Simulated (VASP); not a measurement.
Method: LDA (Ceperley-Alder, Perdew-Zunger), VASP's LDA PAW potentials (set 64) (plane waves; VASP).

Gaps are without spin-orbit coupling.

Question: Order these relaxed crystals by band gap, smallest first: NaAuO2, C2/m (12); CdF2, Fm-3m (225); CsBH4, F-43m (216); FeP2, Pnnm (58).

Answer: FeP2, Pnnm (58) (0.40 eV), NaAuO2, C2/m (12) (1.21 eV), CdF2, Fm-3m (225) (2.94 eV), CsBH4, F-43m (216) (5.06 eV)
